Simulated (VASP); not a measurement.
CdHgSe$_{2}$ (space group P-4m2): computed properties

All values below come from r2SCAN meta-GGA, VASP's PBE PAW potentials (set 64) (plane waves; VASP 6.6.1).

| Property | Result |
|---|---|
| space group | P-4m2 (115) |
| cell | a = 4.358 Å, b = 4.358 Å, c = 6.146 Å, α = 90.00°, β = 90.00°, γ = 90.00° |
| volume per atom | 29.19 Å^3/atom |
| band gap (over mesh and band path) | 0.14 eV |
| smallest direct gap (over mesh and band path) | 0.14 eV |
| band-edge character | direct, Γ to Γ |
| density | 6.70 g/cm³ |

```cif
data_CdHgSe2
_chemical_formula_sum 'Cd1 Hg1 Se2'
_space_group_name_H-M_alt 'P 1'
_space_group_IT_number 1
_cell_length_a 4.35845
_cell_length_b 4.35845
_cell_length_c 6.14605
_cell_angle_alpha 90.000
_cell_angle_beta 90.000
_cell_angle_gamma 90.000
loop_
_space_group_symop_operation_xyz
  'x, y, z'
loop_
_atom_site_label
_atom_site_type_symbol
_atom_site_fract_x
_atom_site_fract_y
_atom_site_fract_z
_atom_site_occupancy
Cd1 Cd 0.50000 0.50000 0.50000 1
Hg1 Hg 0.00000 0.00000 0.00000 1
Se1 Se 0.00000 0.50000 0.25299 1
Se2 Se 0.50000 0.00000 0.74701 1
```

Unless said otherwise, spin-orbit coupling is left out, though it shifts the bands of the heavy elements here.

The structure comes from a computed database's CdHgSe2 entry (P-4m2); how it stands against other phases isn't given here. It was relaxed first. Symmetry was kept, so distortions that lower it aren't found.
